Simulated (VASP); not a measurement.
## LaB6: equilibrium volume by level of theory

Space group Pm-3m (No. 221). a = 4.157 Å, b = 4.157 Å, c = 4.157 Å, α = 90.00°, β = 90.00°, γ = 90.00°
```tsv
atom	site	symmetry	x	y	z
La	1a	m-3m	0.0000	0.0000	0.0000
B	6f	4m.m	0.1975	0.5000	0.5000
```

| rung | level | program and potentials | cutoff (eV) | k mesh | smearing | equilibrium volume (Å³/atom) | notes |
| --- | --- | --- | --- | --- | --- | --- | --- |
| LDA | LDA | VASP, LDA PAW files B, La, 600 eV | 600 | 10 × 10 × 10 | methfessel-paxton 0.1 | 9.84 | - |
| GGA | PBE | VASP, PBE PAW files B, La, 600 eV | 600 | 10 × 10 × 10 | methfessel-paxton 0.1 | 10.24 | - |
| GGA + dispersion | PBE+D3(BJ) | VASP, PBE PAW files B, La, 600 eV | 600 | 10 × 10 × 10 | methfessel-paxton 0.1 | 10.01 | - |
| GGA | PBEsol | VASP, PBE PAW files B, La, 600 eV | 600 | 10 × 10 × 10 | methfessel-paxton 0.1 | 10.07 | potentials made for PBE |
| meta-GGA | r2SCAN | VASP, PBE PAW files B, La, 600 eV | 600 | 10 × 10 × 10 | methfessel-paxton 0.1 | 10.23 | potentials made for PBE |

Task: relaxation of cell and atoms. All rows: no spin polarisation. Smearing widths are in eV. For a metal such meshes aren't converged. Meshes are those of the run's cell of 7 atoms unless a note names another. Relaxations start from the cell shown or near it and stop with a little pressure left. Runs on faulty files, with rough fits or with known faults for this quantity aren't shown. No row holds spin-orbit coupling.

By rung: LDA 9.84; GGA 10.07 to 10.24; GGA + dispersion 10.01; meta-GGA 10.23 (Å³/atom).
